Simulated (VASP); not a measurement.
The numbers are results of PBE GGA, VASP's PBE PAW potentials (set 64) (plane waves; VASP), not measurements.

A VASP calculation is set up with these files.

**INCAR**
```
IBRION = 2
SIGMA = 0.05   # width (eV)
EDIFF = 1E-5   # SCF stop (eV)
ENCUT = 400   # plane-wave cut-off (eV)
PREC = Normal
NSW = 20
GGA = PE   # PBE
NELM = 100   # most electronic steps
SYSTEM = Ga36N36
ALGO = Fast
ISMEAR = 0   # Gaussian
LCHARG = .False.
NELMIN = 4
LREAL = Auto   # projection in real space or not
SYMPREC = 1E-4
ISIF = 2   # forces and stress, cell fixed
LMAXMIX = 4
EDIFFG = -0.03   # ionic stop
LWAVE = .True.
LASPH = .True.
```

**POSCAR**
```
Ga36N36
1
    9.7351913568     0.0000000000     0.0000000000
   -4.8675956784     8.4309217911     0.0000000000
    0.0000000000     0.0000000000    10.5595626730
Ga N
36 36
Direct
  0.2222220000   0.1111110000   0.2495400000
  0.1111110000   0.2222220000   0.4995400000
  0.2222220000   0.1111110000   0.7495400000
  0.1111110000   0.2222220000   0.9995400000
  0.2222220000   0.4444440000   0.2495400000
  0.1111110000   0.5555560000   0.4995400000
  0.2222220000   0.4444440000   0.7495400000
  0.1111110000   0.5555560000   0.9995400000
  0.2222220000   0.7777780000   0.2495400000
  0.1111110000   0.8888890000   0.4995400000
  0.2222220000   0.7777780000   0.7495400000
  0.1111110000   0.8888890000   0.9995400000
  0.5555560000   0.1111110000   0.2495400000
  0.4444440000   0.2222220000   0.4995400000
  0.5555560000   0.1111110000   0.7495400000
  0.4444440000   0.2222220000   0.9995400000
  0.5555560000   0.4444440000   0.2495400000
  0.4444440000   0.5555560000   0.4995400000
  0.5555560000   0.4444440000   0.7495400000
  0.4444440000   0.5555560000   0.9995400000
  0.5555560000   0.7777780000   0.2495400000
  0.4444440000   0.8888890000   0.4995400000
  0.5555560000   0.7777780000   0.7495400000
  0.4444440000   0.8888890000   0.9995400000
  0.8888890000   0.1111110000   0.2495400000
  0.7777780000   0.2222220000   0.4995400000
  0.8888890000   0.1111110000   0.7495400000
  0.7777780000   0.2222220000   0.9995400000
  0.8888890000   0.4444440000   0.2495400000
  0.7777780000   0.5555560000   0.4995400000
  0.8888890000   0.4444440000   0.7495400000
  0.7777780000   0.5555560000   0.9995400000
  0.8888890000   0.7777780000   0.2495400000
  0.7777780000   0.8888890000   0.4995400000
  0.8888890000   0.7777780000   0.7495400000
  0.7777780000   0.8888890000   0.9995400000
  0.2222220000   0.1111110000   0.4379600000
  0.1111110000   0.2222220000   0.1879600000
  0.2222220000   0.1111110000   0.9379600000
  0.1111110000   0.2222220000   0.6879600000
  0.2222220000   0.4444440000   0.4379600000
  0.1111110000   0.5555560000   0.1879600000
  0.2222220000   0.4444440000   0.9379600000
  0.1111110000   0.5555560000   0.6879600000
  0.2222220000   0.7777780000   0.4379600000
  0.1111110000   0.8888890000   0.1879600000
  0.2222220000   0.7777780000   0.9379600000
  0.1111110000   0.8888890000   0.6879600000
  0.5555560000   0.1111110000   0.4379600000
  0.4444440000   0.2222220000   0.1879600000
  0.5555560000   0.1111110000   0.9379600000
  0.4444440000   0.2222220000   0.6879600000
  0.5555560000   0.4444440000   0.4379600000
  0.4444440000   0.5555560000   0.1879600000
  0.5555560000   0.4444440000   0.9379600000
  0.4444440000   0.5555560000   0.6879600000
  0.5555560000   0.7777780000   0.4379600000
  0.4444440000   0.8888890000   0.1879600000
  0.5555560000   0.7777780000   0.9379600000
  0.4444440000   0.8888890000   0.6879600000
  0.8888890000   0.1111110000   0.4379600000
  0.7777780000   0.2222220000   0.1879600000
  0.8888890000   0.1111110000   0.9379600000
  0.7777780000   0.2222220000   0.6879600000
  0.8888890000   0.4444440000   0.4379600000
  0.7777780000   0.5555560000   0.1879600000
  0.8888890000   0.4444440000   0.9379600000
  0.7777780000   0.5555560000   0.6879600000
  0.8888890000   0.7777780000   0.4379600000
  0.7777780000   0.8888890000   0.1879600000
  0.8888890000   0.7777780000   0.9379600000
  0.7777780000   0.8888890000   0.6879600000
```

### KPOINTS
```
Automatic mesh
0
Gamma
1 1 1
0 0 0
```

POTCAR, in this order: Ga N (PBE.64 set). Program: vasp_gam.

At this cut-off the stress carries a Pulay error, which pulls relaxed volumes low. The supercell is sampled at Γ alone, which is coarse: total energies, pressure and levels can be off, energies of defects by several tenths of an eV.

Q: What does the run give for the energy per atom (σ→0), pressure?

A: 
```json
{
 "energy per atom (σ→0)": "-6.015 eV/atom",
 "pressure": "-2.46 GPa"
}
```

File OSZICAR:
```
...
RMM:  10    -0.433109377453E+03   -0.59450E-01   -0.10157E+00   378   0.160E+00    0.135E+00
RMM:  11    -0.433071176164E+03    0.38201E-01   -0.38370E-01   364   0.120E+00    0.390E-01
RMM:  12    -0.433068602904E+03    0.25733E-02   -0.25335E-02   364   0.387E-01    0.229E-01
RMM:  13    -0.433067377399E+03    0.12255E-02   -0.12149E-02   375   0.182E-01    0.419E-02
RMM:  14    -0.433067522269E+03   -0.14487E-03   -0.17294E-03   394   0.717E-02    0.264E-02
RMM:  15    -0.433067535079E+03   -0.12810E-04   -0.29864E-04   346   0.261E-02    0.141E-02
RMM:  16    -0.433067541098E+03   -0.60188E-05   -0.71939E-05   310   0.142E-02
   1 F= -.43306754E+03 E0= -.43306754E+03  d E =-.433068E+03
```

The cell is a supercell, built from a database entry that may be metastable or hypothetical.
